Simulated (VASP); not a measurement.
# HfN: structure and properties in VASP, part 4 of 4

Aim: relax HfN, then compute properties on the relaxed cell. The start is a cell from a database of measured crystal structures.

VASP 6.6.1; rev-vdW-DF2; plane waves and PAW (Hf_pv, N).

Still holding for the runs below: This run has no spin polarisation. Its electron count is odd, so without a moment it is a metal by construction.

So far. Step 5 (Band structure (rev-vdW-DF2)): There is no gap at this level. Step 6 (Density of states (rev-vdW-DF2)): The finer mesh and the other smearing move the Fermi level by +0.06 eV from the 9×9×9 run, one measure of the sampling error in the zero of the bands above. Of the states within 0.3 eV of the Fermi level, the largest shares in the PAW spheres are Hf d 55 % and N p 13 %. The rest lies in smaller channels or between the spheres. The relaxed cell has a = 4.516 Å (conventional setting).

## (7) Zone-centre phonons (rev-vdW-DF2)

Zone-centre modes test whether the atoms sit at a minimum within this cell. IBRION = 6 takes the force constants from differences of forces between displaced cells, so the forces must be tight.

INCAR

```
SYSTEM = HfN
PREC = Accurate
ENCUT = 520
EDIFF = 1E-08
NELM = 100
ISMEAR = 1
SIGMA = 0.2
LREAL = .FALSE.
ALGO = Normal
GGA = MK
AGGAC = 0
LUSE_VDW = .TRUE.
PARAM1 = 0.1234
PARAM2 = 0.711357
ZAB_VDW = -1.8867
LASPH = .TRUE.
NBANDS = 13
LORBIT = 11
LWAVE = .FALSE.
LCHARG = .FALSE.
KPAR = 2
IBRION = 6
NFREE = 2
POTIM = 0.015
ISIF = 2
NSW = 1
```

POSCAR

```
HfN
1.0
    0.0000000000      2.2579669706      2.2579669706
    2.2579669706      0.0000000000      2.2579669706
    2.2579669706      2.2579669706      0.0000000000
Hf N
1 1
Direct
    0.0000000000      0.0000000000      0.0000000000
    0.5000000000      0.5000000000      0.5000000000
```

KPOINTS

```
Automatic mesh
0
Gamma
15 15 15
0 0 0
```

The projector-augmented-wave data sets are Hf_pv and N (PBE family, release 64).

The run is started by

```sh
$ mpirun -np 2 vasp_std
```

The log of the run:

```text
[... set-up lines as in an earlier step ...]
 entering main loop
       N       E                     dE             d eps       ncg     rms          rms(c)
DAV:   1     0.414647695927E+02    0.41465E+02   -0.78855E+03  3120   0.108E+03
DAV:   2    -0.197333767690E+02   -0.61198E+02   -0.57605E+02  4156   0.246E+02
DAV:   3    -0.218211503323E+02   -0.20878E+01   -0.20769E+01  3683   0.379E+01
DAV:   4    -0.218307376872E+02   -0.95874E-02   -0.95844E-02  3510   0.294E+00
DAV:   5    -0.218308078215E+02   -0.70134E-04   -0.70133E-04  3640   0.216E-01    0.491E+01
DAV:   6    -0.188771441222E+02    0.29537E+01   -0.96851E+00  3583   0.240E+01    0.416E+01
DAV:   7    -0.188122594620E+02    0.64885E-01   -0.60822E-01  3365   0.661E+00    0.269E+01
DAV:   8    -0.187932598755E+02    0.19000E-01   -0.13095E-01  3665   0.320E+00    0.692E+00
DAV:   9    -0.187847033977E+02    0.85565E-02   -0.33352E-02  3550   0.139E+00    0.199E+00
DAV:  10    -0.187843288358E+02    0.37456E-03   -0.22669E-03  3768   0.437E-01    0.141E-01
DAV:  11    -0.187843076882E+02    0.21148E-04   -0.11217E-04  3511   0.110E-01    0.519E-02
DAV:  12    -0.187843074187E+02    0.26951E-06   -0.10215E-05  3930   0.266E-02    0.511E-03
DAV:  13    -0.187843072677E+02    0.15100E-06   -0.31823E-07  3660   0.568E-03    0.968E-03
DAV:  14    -0.187843072525E+02    0.15151E-07   -0.33292E-08  3650   0.181E-03    0.417E-03
DAV:  15    -0.187843072718E+02   -0.19287E-07   -0.15323E-08  2602   0.112E-03    0.106E-04
DAV:  16    -0.187843072764E+02   -0.45702E-08   -0.15848E-09  1590   0.443E-04
   1 F= -.18784307E+02 E0= -.18784311E+02  d E =0.111616E-04
 Found     2 degrees of freedom:
 Finite differences POTIM= 0.01500 DOF=   2
 bond charge predicted
       N       E                     dE             d eps       ncg     rms          rms(c)
DAV:   1    -0.187811608825E+02    0.31464E-02   -0.61302E-01  7588   0.733E+00    0.484E-01
DAV:   2    -0.187829487206E+02   -0.17878E-02   -0.19433E-02  8628   0.125E+00    0.224E-01
DAV:   3    -0.187829541183E+02   -0.53977E-05   -0.82692E-05  8802   0.933E-02    0.848E-02
DAV:   4    -0.187829554104E+02   -0.12921E-05   -0.58204E-06  8796   0.212E-02    0.174E-02
DAV:   5    -0.187829556088E+02   -0.19843E-06   -0.40690E-07  8563   0.640E-03    0.468E-03
DAV:   6    -0.187829555977E+02    0.11131E-07   -0.59498E-08  8966   0.245E-03    0.795E-04
DAV:   7    -0.187829555991E+02   -0.13786E-08   -0.13095E-08  6456   0.974E-04
   2 F= -.18782956E+02 E0= -.18782962E+02  d E =0.191345E-04
[...]
3 F= -.18782956E+02 E0= -.18782962E+02  d E =0.191289E-04
[...]
4 F= -.18782955E+02 E0= -.18782962E+02  d E =0.191347E-04
 Finite differences progress:
  Degree of freedom:   2/  2
  Displacement:        1/  2
  Total:               3/  4
 bond charge predicted
       N       E                     dE             d eps       ncg     rms          rms(c)
DAV:   1    -0.187831602644E+02   -0.20497E-03   -0.26404E+00  7553   0.110E+01    0.952E-01
DAV:   2    -0.187834484132E+02   -0.28815E-03   -0.16972E-02  9193   0.996E-01    0.493E-01
DAV:   3    -0.187829530119E+02    0.49540E-03   -0.88335E-04  8028   0.269E-01    0.170E-01
DAV:   4    -0.187829568792E+02   -0.38674E-05   -0.21824E-04  9308   0.111E-01    0.438E-02
DAV:   5    -0.187829556942E+02    0.11851E-05   -0.66392E-06  8543   0.233E-02    0.146E-02
DAV:   6    -0.187829552865E+02    0.40772E-06   -0.95231E-07  8738   0.954E-03    0.370E-03
DAV:   7    -0.187829552840E+02    0.24663E-08   -0.18068E-07  8943   0.354E-03    0.806E-04
DAV:   8    -0.187829552883E+02   -0.43051E-08   -0.43412E-09  4049   0.668E-04
   5 F= -.18782955E+02 E0= -.18782962E+02  d E =0.191271E-04
 Finite differences progress:
  Degree of freedom:   2/  2
  Displacement:        2/  2
  Total:               4/  4
```

Elapsed: 82 s, on 2 MPI ranks of Intel Xeon 6975P-C (Granite Rapids), shared host; peak memory 0.7 GiB.

Parts of OUTCAR (step 7):

```text
   k-points           NKPTS =    120   k-points in BZ     NKDIM =    120   number of bands    NBANDS=     13

   NELECT =      15.0000    total number of electrons

 E-fermi :   8.2948

 k-point     1 :       0.0000    0.0000    0.0000
  band No.  band energies     occupation
    ...
      6       5.2636      2.00000
      7       5.2640      2.00000
      8       7.9232      2.02460
      9       7.9274      2.02608
     10       7.9274      2.02608
     11      10.1640     -0.00000
     12      10.2578     -0.00000
     13      10.2626     -0.00000

Total vdW correction in eV:      1.7678435

  Total        0.0103231     -0.0021292     -0.0021292      0.0000000      0.0000000     -0.0000000
  in kB        0.7183559     -0.1481646     -0.1481646      0.0000000      0.0000000     -0.0000000
  external PRESSURE =       0.1406755 kB  Pullay stress =       0.0000000 kB

 POSITION                                       TOTAL-FORCE (eV/Angst)
 -----------------------------------------------------------------------------------
      0.00000      0.00000      0.00000        -0.180272      0.000000      0.000000
      2.24297      2.25797      2.25797         0.180272      0.000000      0.000000
 -----------------------------------------------------------------------------------
    total drift:                                0.000018     -0.000000     -0.000000

  FREE ENERGIE OF THE ION-ELECTRON SYSTEM (eV)
  ---------------------------------------------------
  free  energy   TOTEN  =       -18.7829552883 eV

  energy  without entropy=      -18.7829744154  energy(sigma->0) =      -18.78296166

Total vdW correction in eV:      1.7678427

 Eigenvectors and eigenvalues of the dynamical matrix
 ----------------------------------------------------

   1 f  =   15.041248 THz    94.506952 2PiTHz  501.722044 cm-1    62.205577 meV
             X         Y         Z           dx          dy          dz
      0.000000  0.000000  0.000000    -0.060985   -0.262676   -0.000000
      2.257967  2.257967  2.257967     0.217774    0.938007    0.000000

   2 f  =   15.041248 THz    94.506952 2PiTHz  501.722044 cm-1    62.205577 meV
             X         Y         Z           dx          dy          dz
      0.000000  0.000000  0.000000     0.000000    0.000000   -0.269663
      2.257967  2.257967  2.257967     0.000000    0.000000    0.962955

   3 f  =   15.041248 THz    94.506952 2PiTHz  501.722044 cm-1    62.205577 meV
             X         Y         Z           dx          dy          dz
      0.000000  0.000000  0.000000    -0.262676    0.060985   -0.000000
      2.257967  2.257967  2.257967     0.938007   -0.217774    0.000000

   4 f/i=    0.000516 THz     0.003240 2PiTHz    0.017203 cm-1     0.002133 meV
             X         Y         Z           dx          dy          dz
      0.000000  0.000000  0.000000    -0.008432   -0.962830   -0.013028
      2.257967  2.257967  2.257967    -0.002361   -0.269628   -0.003648

   5 f/i=    0.000516 THz     0.003240 2PiTHz    0.017203 cm-1     0.002133 meV
             X         Y         Z           dx          dy          dz
      0.000000  0.000000  0.000000     0.000951    0.013020   -0.962866
      2.257967  2.257967  2.257967     0.000266    0.003646   -0.269638

   6 f/i=    0.000516 THz     0.003240 2PiTHz    0.017203 cm-1     0.002133 meV
             X         Y         Z           dx          dy          dz
      0.000000  0.000000  0.000000     0.962917   -0.008444    0.000837
      2.257967  2.257967  2.257967     0.269652   -0.002365    0.000234

 ELASTIC MODULI CONTR FROM IONIC RELAXATION (kBar)
 Direction    XX          YY          ZZ          XY          YZ          ZX
 --------------------------------------------------------------------------------
 XX           0.0000      0.0000      0.0000      0.0000      0.0000      0.0000
 YY           0.0000      0.0000      0.0000      0.0000      0.0000      0.0000
 ZZ           0.0000      0.0000      0.0000      0.0000      0.0000      0.0000
 XY           0.0000      0.0000      0.0000      0.0000      0.0000      0.0000
 YZ           0.0000      0.0000      0.0000      0.0000      0.0000      0.0000
 ZX           0.0000      0.0000      0.0000      0.0000      0.0000      0.0000
 --------------------------------------------------------------------------------

[... 6 parts as in an earlier step ...]

[... 10 further parts left out ...]
```

CONTCAR:

```
HfN
   1.00000000000000
     0.0000000000000000    2.2579669706000001    2.2579669706000001
     2.2579669706000001    0.0000000000000000    2.2579669706000001
     2.2579669706000001    2.2579669706000001    0.0000000000000000
  Hf              N
     1     1
Direct
     0.0000000000000000    0.0000000000000000    0.0000000000000000
     0.5033215720591374    0.4966784279408626    0.4966784279408626
```

The last energy, forces, stress and levels in OUTCAR belong to the last displaced cell, not to the cell of POSCAR.

Numbers from this step:

| Item | Value |
| --- | --- |
| bands | 13 |
| irreducible k-points | 120 |
| pressure of the cell | -0.01706 GPa |
| largest force of the cell | 0 eV/Å |

Modes at Γ, with each element's share of the kinetic energy:

```csv
mode,frequency (cm⁻¹),symmetry,Hf %,N %
1,0.0,acoustic,93,7
2,0.0,acoustic,93,7
3,0.0,acoustic,93,7
4,501.7,T1u,7,93
5,501.7,T1u,7,93
6,501.7,T1u,7,93
```

Displacements in mode 4 (501.7 cm⁻¹), the largest set to 1:
```
Hf1 -0.08  0.02  0.00
N2   1.00 -0.23  0.00
```

The three acoustic modes come out at zero, and all others are real. By the characters of their eigenvectors the optical modes sort into (cm⁻¹) infrared active: T1u 502.

## (8) What came out

```
relaxed volume                            : 11.51 Å³/atom
relaxed conventional cell a, b, c         : 4.516, 4.516, 4.516 Å
space group after relaxing, within 0.02 Å : Fm-3m (No. 225)
band gap                                  : none, a metal
DOS at the Fermi level                    : 0.624 states/eV/cell
highest zone-centre mode                  : 502 cm⁻¹
```

With rev-vdW-DF2, HfN relaxes to 11.51 Å³/atom in space group Fm-3m (held by the symmetry of the run) and comes out as a metal. Against the listed cell the volume lies -2.2 %. Band structure (rev-vdW-DF2): Of the bands kept, 3 cross the Fermi level on this path. Zone-centre phonons (rev-vdW-DF2): The highest mode in this list at Γ, 501.7 cm⁻¹, is mostly motion of N (93 % of the kinetic energy). Spin-orbit coupling is left out, and with elements this heavy it would split and shift bands near the Fermi level. The k-sampling is coarse for a metal, so the Fermi level, pressures and the shape of the cell carry errors. With an odd electron count and no spin the cell is a metal by construction. Modes at Γ alone can't show that the crystal is stable at other wave vectors. No search among competing phases was made, and a listed structure need not be the one stable at ambient conditions. All values are for a static lattice at zero temperature.

[Lines on the potential files, build, host, timing and source positions are cut from VASP's logs without a mark.]

[Logs are printed without paths, hosts, clocks, repeated set-up lines and the standing remarks that a program may print on its own settings, such as how far it seeks lower states.]

[Hosts, paths, dates, database ids (printed as entryN), source tags and the programs' standing remarks are cut or masked in the printed files.]

[A measured line is paired with the nearest computed mode of its activity, which favours agreement.]
